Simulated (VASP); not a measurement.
These are LDA (Ceperley-Alder, Perdew-Zunger), VASP's LDA PAW potentials (set 64) (plane waves; VASP) values and carry that method's errors.

The input files of a VASP run:

POSCAR:
```
Sn
1.0
 -2.9150000000   2.9150000000   1.5900000000
  2.9150000000  -2.9150000000   1.5900000000
  2.9150000000   2.9150000000  -1.5900000000
Sn
2
Cart
  2.9150000000   0.0000000000   0.7950000000
  0.0000000000   0.0000000000   0.0000000000
```

File KPOINTS:
```
Automatic mesh
0
Gamma
12 12 12
0 0 0
```

**INCAR**
```
PREC  =  Accurate
LREAL  =  .False.
ENCUT  =  400
LWAVE  =  .False.
ISMEAR  =  1
NSW  =  60
ISIF  =  3   # ions, shape and volume
IBRION  =  2   # conjugate gradients
LMAXMIX  =  4
ALGO  =  Normal   # blocked Davidson
EDIFF  =  1E-6   # SCF stop (eV)
NELM  =  100   # most electronic steps
SYSTEM  =  Sn
LASPH  =  .True.
EDIFFG  =  -0.01
SIGMA  =  0.1   # width (eV)
LCHARG  =  .False.
```

POTCAR, in this order: Sn_d (LDA.64 set). Program: vasp_std.

The resulting files:

### OSZICAR
```
       N       E                     dE             d eps       ncg     rms          rms(c)
DAV:   1     0.188294226157E+03    0.18829E+03   -0.13177E+04  5880   0.209E+03
DAV:   2     0.783550564486E+01   -0.18046E+03   -0.17861E+03  5880   0.411E+02
DAV:   3    -0.851980569285E+01   -0.16355E+02   -0.16168E+02  6788   0.133E+02
DAV:   4    -0.899367482428E+01   -0.47387E+00   -0.47274E+00  6662   0.250E+01
DAV:   5    -0.901183317921E+01   -0.18158E-01   -0.18157E-01  7872   0.439E+00    0.246E+00
DAV:   6    -0.898299234119E+01    0.28841E-01   -0.37514E-02  7572   0.300E+00    0.135E+00
DAV:   7    -0.897199826483E+01    0.10994E-01   -0.21140E-02  7682   0.214E+00    0.154E-01
DAV:   8    -0.897148563515E+01    0.51263E-03   -0.19431E-03  6946   0.709E-01    0.292E-02
DAV:   9    -0.897148949222E+01   -0.38571E-05   -0.47932E-05  7544   0.716E-02    0.128E-02
DAV:  10    -0.897148973990E+01   -0.24768E-06   -0.39270E-06  5646   0.250E-02
   1 F= -.89714897E+01 E0= -.89713345E+01  d E =-.897149E+01
       N       E                     dE             d eps       ncg     rms          rms(c)
DAV:   1    -0.961061016255E+01   -0.63912E+00   -0.13425E+01  6394   0.615E+01    0.430E+00
DAV:   2    -0.909466920232E+01    0.51594E+00   -0.97525E-01  7032   0.177E+01    0.185E+00
DAV:   3    -0.898593309040E+01    0.10874E+00   -0.32048E-01  7702   0.973E+00    0.250E-01
DAV:   4    -0.898046880719E+01    0.54643E-02   -0.96868E-03  6070   0.119E+00    0.676E-02
DAV:   5    -0.897998589684E+01    0.48291E-03   -0.56988E-04  7580   0.194E-01    0.330E-02
DAV:   6    -0.897995381804E+01    0.32079E-04   -0.42383E-05  6160   0.978E-02    0.112E-02
DAV:   7    -0.897995140323E+01    0.24148E-05   -0.36525E-06  5098   0.148E-02    0.798E-04
DAV:   8    -0.897995148616E+01   -0.82934E-07   -0.34261E-07  3098   0.638E-03
   2 F= -.89799515E+01 E0= -.89797952E+01  d E =-.846175E-02
       N       E                     dE             d eps       ncg     rms          rms(c)
DAV:   1    -0.903071240959E+01   -0.50761E-01   -0.11215E+00  6404   0.191E+01    0.118E+00
DAV:   2    -0.899105012742E+01    0.39662E-01   -0.69083E-02  7210   0.470E+00    0.527E-01
DAV:   3    -0.898204117576E+01    0.90090E-02   -0.28523E-02  7704   0.289E+00    0.631E-02
DAV:   4    -0.898162757809E+01    0.41360E-03   -0.93009E-04  6538   0.415E-01    0.217E-02
DAV:   5    -0.898157687092E+01    0.50707E-04   -0.48693E-05  7660   0.711E-02    0.962E-03
DAV:   6    -0.898157297089E+01    0.39000E-05   -0.43636E-06  6010   0.323E-02    0.226E-03
DAV:   7    -0.898157284585E+01    0.12504E-06   -0.26165E-07  3044   0.592E-03
   3 F= -.89815728E+01 E0= -.89814166E+01  d E =-.100831E-01
       N       E                     dE             d eps       ncg     rms          rms(c)
DAV:   1    -0.898298905067E+01   -0.14161E-02   -0.33496E-02  6744   0.164E+00    0.171E-01
DAV:   2    -0.898215099139E+01    0.83806E-03   -0.17777E-03  7052   0.717E-01    0.105E-01
DAV:   3    -0.898171808489E+01    0.43291E-03   -0.10160E-03  7610   0.491E-01    0.153E-02
DAV:   4    -0.898172966816E+01   -0.11583E-04   -0.18466E-04  6092   0.176E-01    0.872E-03
DAV:   5    -0.898172906658E+01    0.60158E-06   -0.60118E-06  6914   0.495E-02
   4 F= -.89817291E+01 E0= -.89815710E+01  d E =-.156221E-03
       N       E                     dE             d eps       ncg     rms          rms(c)
DAV:   1    -0.898249890751E+01   -0.76924E-03   -0.19558E-02  6750   0.126E+00    0.130E-01
DAV:   2    -0.898201355256E+01    0.48535E-03   -0.10416E-03  7078   0.552E-01    0.801E-02
DAV:   3    -0.898176244095E+01    0.25111E-03   -0.58849E-04  7628   0.373E-01    0.116E-02
DAV:   4    -0.898176915165E+01   -0.67107E-05   -0.10704E-04  6098   0.134E-01    0.666E-03
DAV:   5    -0.898176877038E+01    0.38127E-06   -0.31377E-06  4978   0.374E-02
   5 F= -.89817688E+01 E0= -.89816114E+01  d E =-.195925E-03
```

### OUTCAR
```
------------------------ aborting loop because EDIFF is reached ----------------------------------------
  FORCE on cell =-STRESS in cart. coord.  units (eV):
  Direction    XX          YY          ZZ          XY          YZ          ZX
  --------------------------------------------------------------------------------------
  Total       -0.0054551     -0.0054551     -0.0090255      0.0000000      0.0000000      0.0000000
  in kB       -0.1670800     -0.1670800     -0.2764368      0.0000000      0.0000000      0.0000000
  external PRESSURE =      -0.2035322 kB  Pullay stress =       0.0000000 kB
  volume of cell :       52.31
      direct lattice vectors                 reciprocal lattice vectors
    -2.889088733  2.889088733  1.566774124     0.000000000  0.173064951  0.319127047
     2.889088733 -2.889088733  1.566774124     0.173064951  0.000000000  0.319127047
     2.889088733  2.889088733 -1.566774124     0.173064951  0.173064951  0.000000000
 POSITION                                       TOTAL-FORCE (eV/Angst)
 -----------------------------------------------------------------------------------
      2.88909      0.00000      0.78339         0.000000      0.000000     -0.000000
      0.00000     -0.00000      0.00000        -0.000000     -0.000000      0.000000
 -----------------------------------------------------------------------------------
    total drift:                                0.000000     -0.000000      0.000000
  FREE ENERGIE OF THE ION-ELECTRON SYSTEM (eV)
  ---------------------------------------------------
  free  energy   TOTEN  =        -8.9817687704 eV

  energy  without entropy=       -8.9812966699  energy(sigma->0) =       -8.98161140

 reached required accuracy - stopping structural energy minimisation
```
(Selected blocks of OUTCAR.)

**CONTCAR**
```
Sn
   1.00000000000000
    -2.8890887325874761    2.8890887325874761    1.5667741238499349
     2.8890887325874761   -2.8890887325874761    1.5667741238499349
     2.8890887325874761    2.8890887325874761   -1.5667741238499349
  Sn
     2
Direct
     0.2500000000000000    0.7500000000000000    0.5000000000000000
     0.0000000000000000    0.0000000000000000    0.0000000000000000
```

File OUTCAR:
```
 val. band max:        8.1539765739   @ k =  -0.1667  -0.1667   0.1667

 cond. band min:       8.1588508622   @ k =  -0.1667  -0.1667   0.0833


 Fermi energy:         8.1582960746

 k-point     1 :       0.0000    0.0000    0.0000
  band No.  band energies     occupation
      1     -13.4467      2.00000
      2     -13.3543      2.00000
      3     -13.3065      2.00000
      4     -13.2951      2.00000
      5     -13.1175      2.00000
      6     -13.1175      2.00000
      7     -13.1059      2.00000
      8     -13.1059      2.00000
      9     -13.0111      2.00000
     10     -12.8919      2.00000
     11      -3.2657      2.00000
     12       4.4976      2.00000
     13       6.0757      2.00000
     14       6.0757      2.00000
     15      11.1699      0.00000
     16      14.4708      0.00000
     17      14.4708      0.00000
     18      15.2564      0.00000

 k-point     2 :       0.0833    0.0000    0.0000
  band No.  band energies     occupation
      1     -13.4418      2.00000
      2     -13.3381      2.00000
      3     -13.3007      2.00000
      4     -13.2759      2.00000
      5     -13.1296      2.00000
      6     -13.1279      2.00000
      7     -13.1073      2.00000
      8     -13.1064      2.00000
      9     -13.0139      2.00000
     10     -12.8972      2.00000
     11      -3.1231      2.00000
     12       4.2783      2.00000
     13       6.0901      2.00000
     14       6.5663      2.00000
     15      11.4070      0.00000
     16      13.7339      0.00000
     17      14.1421      0.00000
     18      14.3558      0.00000

 k-point     3 :       0.1667    0.0000    0.0000
  band No.  band energies     occupation
      1     -13.4271      2.00000
      2     -13.2966      2.00000
      3     -13.2848      2.00000
      4     -13.2314      2.00000
      5     -13.1554      2.00000
      6     -13.1386      2.00000
      7     -13.1178      2.00000
      8     -13.1163      2.00000
      9     -13.0219      2.00000
...
```

Energy and stress use the plane-wave basis of the starting cell. Unless said otherwise, spin-orbit coupling is left out, though it shifts the bands of the heavy elements here.

The compound is Sn in the beta structure. This run relaxes it. Symmetry was kept, so distortions that lower it aren't found.
